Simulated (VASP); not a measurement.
# Quasi-harmonic expansion of Cu (Copper) (Fm-3m), part 4 of 6

Wanted: volume, bulk modulus and heat capacity of Cu (Copper) against temperature. The start is a cell from a database of measured crystal structures.

VASP 6.6.1; PBEsol; plane waves and PAW (Cu).

So far. Step 6 (Static energy at fixed volume, volume scale 1.02): Little changed from the start: no atom moved by 0.005 Å and no cell edge by 0.1 %.

**8. Static energy at fixed volume, volume scale 1.04**

System of this step: Cu (Copper). Symmetry: Fm-3m, No. 225, cubic system. The conventional cell has a = 3.611 Å, b = 3.611 Å, c = 3.611 Å, α = 90.00°, β = 90.00°, γ = 90.00°. Nearest to Cu lie 12 Cu at 2.55 Å.

INCAR reads:

```
SYSTEM = Cu
PREC = Accurate
ENCUT = 400
EDIFF = 1E-08
NELM = 100
ISMEAR = 1
SIGMA = 0.15
LREAL = .FALSE.
ALGO = Normal
GGA = PS
NBANDS = 11
LASPH = .TRUE.
LORBIT = 11
LWAVE = .FALSE.
LCHARG = .FALSE.
KPAR = 16
IBRION = 2
NSW = 30
ISIF = 4
EDIFFG = -0.002
```

POSCAR reads:

```
Cu
1.0
    0.0000000000      1.8054629559      1.8054629559
    1.8054629559      0.0000000000      1.8054629559
    1.8054629559      1.8054629559      0.0000000000
Cu
1
Direct
    0.0000000000      0.0000000000      0.0000000000
```

KPOINTS reads:

```
Automatic mesh
0
Gamma
16 16 16
0 0 0
```

Potentials, in the order of the species: Cu (PBE family, release 64).

Run with:

```sh
mpirun -np 16 vasp_std
```

Output:

```text
[... set-up lines as in an earlier step ...]
 entering main loop
       N       E                     dE             d eps       ncg     rms          rms(c)
DAV:   1     0.350624209650E+02    0.35062E+02   -0.46274E+03  3445   0.137E+03
DAV:   2    -0.454125018383E+01   -0.39604E+02   -0.36672E+02  3279   0.183E+02
DAV:   3    -0.537731937938E+01   -0.83607E+00   -0.83368E+00  3654   0.337E+01
DAV:   4    -0.538256866942E+01   -0.52493E-02   -0.52487E-02  3535   0.229E+00
[...]
DAV:  12    -0.430253675891E+01    0.25214E-07   -0.18935E-08  2465   0.252E-03    0.790E-05
DAV:  13    -0.430253678499E+01   -0.26080E-07   -0.14545E-09  2033   0.452E-04    0.764E-06
DAV:  14    -0.430253678666E+01   -0.16637E-08   -0.18512E-10  1793   0.180E-04
   1 F= -.43025368E+01 E0= -.43025313E+01  d E =-.430254E+01
[...]
reached required accuracy - stopping structural energy minimisation
```

Wall time 1.8 s (16 MPI ranks of AMD EPYC 9R45, shared host); peak memory 1.6 GiB.

OUTCAR, selected parts (step 8):

```text
  Total       -0.4433106     -0.4433106     -0.4433106     -0.0000000     -0.0000000      0.0000000
  in kB      -60.3424518    -60.3424518    -60.3424518     -0.0000000     -0.0000000      0.0000000
  external PRESSURE =     -60.3424518 kB  Pullay stress =       0.0000000 kB

  FREE ENERGIE OF THE ION-ELECTRON SYSTEM (eV)
  ---------------------------------------------------
  free  energy   TOTEN  =        -4.3025367867 eV

  energy  without entropy=       -4.3025202210  energy(sigma->0) =       -4.30253126

[... 3 parts as in an earlier step ...]

[... 2 further parts left out ...]
[key lines of the parts left out:]
E-fermi :   7.3885
```

Little changed from the start: no atom moved by 0.005 Å and no cell edge by 0.1 %.

**9. Force constants in the supercell, volume scale 1.04**

System of this step: Cu (Copper). The cell holds 64 atoms: 64 Cu. Its edges and angles: a = 10.213 Å, b = 10.213 Å, c = 10.213 Å, α = 60.0°, β = 60.0°, γ = 60.0°. It derives from Cu (Copper), repeated 4×4×4.

INCAR reads:

```
SYSTEM = Cu
PREC = Accurate
ENCUT = 400
EDIFF = 1E-07
NELM = 100
ISMEAR = 1
SIGMA = 0.15
LREAL = Auto
ALGO = Normal
GGA = PS
LASPH = .TRUE.
LWAVE = .FALSE.
LCHARG = .FALSE.
KPAR = 16
IBRION = 6
NSW = 1
NFREE = 2
POTIM = 0.015
ISIF = 0
ADDGRID = .TRUE.
```

POSCAR reads:

```
Cu
1.0
    0.0000000000      7.2218518236      7.2218518236
    7.2218518236      0.0000000000      7.2218518236
    7.2218518236      7.2218518236      0.0000000000
Cu
64
Direct
    0.0000000000      0.0000000000      0.0000000000
    0.0000000000      0.0000000000      0.2500000000
    0.0000000000      0.0000000000      0.5000000000
    0.0000000000      0.0000000000      0.7500000000
    0.0000000000      0.2500000000      0.0000000000
    0.0000000000      0.2500000000      0.2500000000
    0.0000000000      0.2500000000      0.5000000000
    0.0000000000      0.2500000000      0.7500000000
    0.0000000000      0.5000000000      0.0000000000
    0.0000000000      0.5000000000      0.2500000000
    0.0000000000      0.5000000000      0.5000000000
    0.0000000000      0.5000000000      0.7500000000
    0.0000000000      0.7500000000      0.0000000000
    0.0000000000      0.7500000000      0.2500000000
    0.0000000000      0.7500000000      0.5000000000
    0.0000000000      0.7500000000      0.7500000000
    0.2500000000      0.0000000000      0.0000000000
    0.2500000000      0.0000000000      0.2500000000
    0.2500000000      0.0000000000      0.5000000000
    0.2500000000      0.0000000000      0.7500000000
    0.2500000000      0.2500000000      0.0000000000
    0.2500000000      0.2500000000      0.2500000000
    0.2500000000      0.2500000000      0.5000000000
    0.2500000000      0.2500000000      0.7500000000
    0.2500000000      0.5000000000      0.0000000000
    0.2500000000      0.5000000000      0.2500000000
    0.2500000000      0.5000000000      0.5000000000
    0.2500000000      0.5000000000      0.7500000000
    0.2500000000      0.7500000000      0.0000000000
    0.2500000000      0.7500000000      0.2500000000
    0.2500000000      0.7500000000      0.5000000000
    0.2500000000      0.7500000000      0.7500000000
    0.5000000000      0.0000000000      0.0000000000
    0.5000000000      0.0000000000      0.2500000000
    0.5000000000      0.0000000000      0.5000000000
    0.5000000000      0.0000000000      0.7500000000
    0.5000000000      0.2500000000      0.0000000000
    0.5000000000      0.2500000000      0.2500000000
    0.5000000000      0.2500000000      0.5000000000
    0.5000000000      0.2500000000      0.7500000000
    0.5000000000      0.5000000000      0.0000000000
    0.5000000000      0.5000000000      0.2500000000
    0.5000000000      0.5000000000      0.5000000000
    0.5000000000      0.5000000000      0.7500000000
    0.5000000000      0.7500000000      0.0000000000
    0.5000000000      0.7500000000      0.2500000000
    0.5000000000      0.7500000000      0.5000000000
    0.5000000000      0.7500000000      0.7500000000
    0.7500000000      0.0000000000      0.0000000000
    0.7500000000      0.0000000000      0.2500000000
    0.7500000000      0.0000000000      0.5000000000
    0.7500000000      0.0000000000      0.7500000000
    0.7500000000      0.2500000000      0.0000000000
    0.7500000000      0.2500000000      0.2500000000
    0.7500000000      0.2500000000      0.5000000000
    0.7500000000      0.2500000000      0.7500000000
    0.7500000000      0.5000000000      0.0000000000
    0.7500000000      0.5000000000      0.2500000000
    0.7500000000      0.5000000000      0.5000000000
    0.7500000000      0.5000000000      0.7500000000
    0.7500000000      0.7500000000      0.0000000000
    0.7500000000      0.7500000000      0.2500000000
    0.7500000000      0.7500000000      0.5000000000
    0.7500000000      0.7500000000      0.7500000000
```

KPOINTS reads:

```
Automatic mesh
0
Gamma
4 4 4
0 0 0
```

Run with:

```sh
mpirun -np 16 vasp_std
```

Output:

```text
[... set-up lines as in an earlier step ...]
 entering main loop
       N       E                     dE             d eps       ncg     rms          rms(c)
DAV:   1     0.743286292704E+04    0.74329E+04   -0.22588E+05  6752   0.247E+03
DAV:   2     0.117413422790E+04   -0.62587E+04   -0.60558E+04  6752   0.591E+02
DAV:   3    -0.211612733989E+03   -0.13857E+04   -0.12892E+04  6752   0.287E+02
DAV:   4    -0.341019761965E+03   -0.12941E+03   -0.11987E+03  7104   0.117E+02
[...]
DAV:  15    -0.275399231218E+03    0.14610E-06   -0.26217E-08  3688   0.529E-04    0.322E-04
DAV:  16    -0.275399231094E+03    0.12480E-06   -0.10605E-08  3656   0.298E-04    0.144E-05
DAV:  17    -0.275399231101E+03   -0.75233E-08   -0.37389E-09  3640   0.232E-04
   1 F= -.27539923E+03 E0= -.27539888E+03  d E =-.106282E-02
 Found     1 degrees of freedom:
 Finite differences POTIM= 0.01500 DOF=   1
[...]
N       E                     dE             d eps       ncg     rms          rms(c)
DAV:   1    -0.275396587001E+03    0.26441E-02   -0.12736E+00 11230   0.180E+00    0.711E-02
[...]
DAV:   8    -0.275398498990E+03    0.97352E-07   -0.24942E-06 11888   0.133E-02    0.320E-03
DAV:   9    -0.275398498891E+03    0.99346E-07   -0.98892E-07 14664   0.770E-03
   2 F= -.27539850E+03 E0= -.27539814E+03  d E =-.106363E-02
 Finite differences progress:
  Degree of freedom:   1/  1
  Displacement:        1/  2
  Total:               1/  2
[...]
N       E                     dE             d eps       ncg     rms          rms(c)
DAV:   1    -0.275391407557E+03    0.70914E-02   -0.44379E+00 11212   0.330E+00    0.148E-01
DAV:   2    -0.275399088138E+03   -0.76806E-02   -0.80659E-02 16672   0.101E+00    0.198E-01
DAV:   3    -0.275398904132E+03    0.18401E-03   -0.32685E-03 11664   0.540E-01    0.126E-01
DAV:   4    -0.275398748611E+03    0.15552E-03   -0.56284E-04 12024   0.146E-01    0.101E-01
[...]
DAV:   9    -0.275398498957E+03    0.64232E-06   -0.47872E-06 19056   0.164E-02    0.230E-03
DAV:  10    -0.275398498853E+03    0.10384E-06   -0.56820E-07 11592   0.778E-03    0.121E-03
DAV:  11    -0.275398498840E+03    0.12733E-07   -0.35747E-07  9662   0.668E-03
   3 F= -.27539850E+03 E0= -.27539814E+03  d E =-.106326E-02
 Finite differences progress:
  Degree of freedom:   1/  1
  Displacement:        2/  2
  Total:               2/  2
```

Elapsed: 20 min, on 16 MPI ranks; peak memory 52 GiB.

From OUTCAR (step 9):

```text
 POSITION                                       TOTAL-FORCE (eV/Angst)
 -----------------------------------------------------------------------------------
     -0.01500      0.00000      0.00000         0.096442     -0.000000      0.000000
      1.80546      1.80546      0.00000        -0.011653     -0.012794      0.000000
      3.61093      3.61093      0.00000        -0.000024     -0.000176      0.000000
      5.41639      5.41639      0.00000        -0.012267     -0.013625      0.000000
      1.80546      0.00000      1.80546        -0.011653     -0.000000     -0.012794
      3.61093      1.80546      1.80546        -0.000517     -0.000278     -0.000278
      5.41639      3.61093      1.80546        -0.000184     -0.000306      0.000169
      7.22185      5.41639      1.80546         0.001232      0.000025     -0.000025
      3.61093      0.00000      3.61093        -0.000024     -0.000000     -0.000176
      5.41639      1.80546      3.61093        -0.000184      0.000169     -0.000306
      7.22185      3.61093      3.61093         0.000041     -0.000000      0.000000
      9.02731      5.41639      3.61093        -0.000171      0.000163     -0.000264
      5.41639      0.00000      5.41639        -0.012267     -0.000000     -0.013625
      7.22185      1.80546      5.41639         0.001232     -0.000025      0.000025
[...]
-----------------------------------------------------------------------------------
    total drift:                               -0.000686      0.000000      0.000000

  FREE ENERGIE OF THE ION-ELECTRON SYSTEM (eV)
  ---------------------------------------------------
  free  energy   TOTEN  =      -275.3984988403 eV

  energy  without entropy=     -275.3974355810  energy(sigma->0) =     -275.39814442

[... 1 part as in an earlier step ...]

[... 2 further parts left out ...]
[key lines of the parts left out:]
E-fermi :   7.3884
```

Table of vibrational free energy by temperature:

temperature (K), vibrational free energy (meV/atom) and a bar from the least value:
```
        0         30 ##############################
       40         30 ##############################
       80         28 ##############################
      120         24 ##############################
      160         17 #############################
      200          8 #############################
      240         -3 ############################
      280        -16 ############################
      320        -30 ###########################
      360        -45 ##########################
      400        -61 #########################
      440        -78 ########################
      480        -96 ########################
      520       -115 #######################
      560       -135 ######################
      600       -156 #####################
      640       -177 ###################
      680       -199 ##################
      720       -221 #################
      760       -244 ################
      800       -268 ###############
      840       -292 ##############
      880       -316 ############
      920       -341 ###########
      960       -367 ##########
     1000       -393 ########
     1040       -419 #######
     1080       -446 ######
     1120       -473 ####
     1160       -500 ###
     1200       -528 #
     1240       -556
```

**10. Static energy at fixed volume, volume scale 0.98**

System of this step: Cu (Copper). Symmetry: Fm-3m, No. 225, cubic system. The conventional cell has a = 3.540 Å, b = 3.540 Å, c = 3.540 Å, α = 90.00°, β = 90.00°, γ = 90.00°. Nearest to Cu lie 12 Cu at 2.50 Å.

INCAR reads:

```
SYSTEM = Cu
PREC = Accurate
ENCUT = 400
EDIFF = 1E-08
NELM = 100
ISMEAR = 1
SIGMA = 0.15
LREAL = .FALSE.
ALGO = Normal
GGA = PS
NBANDS = 11
LASPH = .TRUE.
LORBIT = 11
LWAVE = .FALSE.
LCHARG = .FALSE.
KPAR = 16
IBRION = 2
NSW = 30
ISIF = 4
EDIFFG = -0.002
```

POSCAR reads:

```
Cu
1.0
    0.0000000000      1.7700525534      1.7700525534
    1.7700525534      0.0000000000      1.7700525534
    1.7700525534      1.7700525534      0.0000000000
Cu
1
Direct
    0.0000000000      0.0000000000      0.0000000000
```

KPOINTS reads:

```
Automatic mesh
0
Gamma
16 16 16
0 0 0
```

Run with:

```sh
mpirun -np 16 vasp_std
```

Output:

```text
[... set-up lines as in an earlier step ...]
 entering main loop
       N       E                     dE             d eps       ncg     rms          rms(c)
DAV:   1     0.356875506665E+02    0.35688E+02   -0.46832E+03  3444   0.140E+03
DAV:   2    -0.454452197668E+01   -0.40232E+02   -0.37321E+02  3247   0.189E+02
DAV:   3    -0.540187911001E+01   -0.85736E+00   -0.84384E+00  3638   0.336E+01
DAV:   4    -0.540722860498E+01   -0.53495E-02   -0.53489E-02  3558   0.228E+00
[...]
DAV:  10    -0.430524530645E+01   -0.71960E-05   -0.36743E-05  4542   0.104E-01    0.597E-03
DAV:  11    -0.430524610234E+01   -0.79590E-06   -0.68508E-07  3846   0.165E-02    0.294E-04
DAV:  12    -0.430524611138E+01   -0.90404E-08   -0.78096E-09  2379   0.139E-03
   1 F= -.43052461E+01 E0= -.43052614E+01  d E =-.430525E+01
[...]
reached required accuracy - stopping structural energy minimisation
```

The job ended after 1.6 s (16 MPI ranks; peak memory 1.4 GiB; 17 s of CPU time).

OUTCAR, selected parts (step 10):

```text
  Total        0.2433470      0.2433470      0.2433470     -0.0000000      0.0000000      0.0000000
  in kB       35.1518426     35.1518426     35.1518426     -0.0000000      0.0000000      0.0000000
  external PRESSURE =      35.1518426 kB  Pullay stress =       0.0000000 kB

 POSITION                                       TOTAL-FORCE (eV/Angst)
 -----------------------------------------------------------------------------------
      0.00000      0.00000      0.00000         0.000000      0.000000     -0.000000
 -----------------------------------------------------------------------------------
    total drift:                                0.000000      0.000000      0.000000

  FREE ENERGIE OF THE ION-ELECTRON SYSTEM (eV)
  ---------------------------------------------------
  free  energy   TOTEN  =        -4.3052461114 eV

  energy  without entropy=       -4.3052919393  energy(sigma->0) =       -4.30526139

[... 2 parts as in an earlier step ...]

[... 2 further parts left out ...]
[key lines of the parts left out:]
E-fermi :   8.1658
```

Little changed from the start: no atom moved by 0.005 Å and no cell edge by 0.1 %.

(Continued in part 5 of 6.)

[Lines on the potential files, build, host, timing and source positions are cut from VASP's logs without a mark.]

[Logs are printed without paths, hosts, clocks, repeated set-up lines and the standing remarks that a program may print on its own settings, such as how far it seeks lower states.]

[Hosts, paths, dates, database ids (printed as entryN), source tags and the programs' standing remarks are cut or masked in the printed files.]

[In band tables of VASP the shares of atoms and orbitals are scaled to a sum of 1 inside the atoms' spheres.]
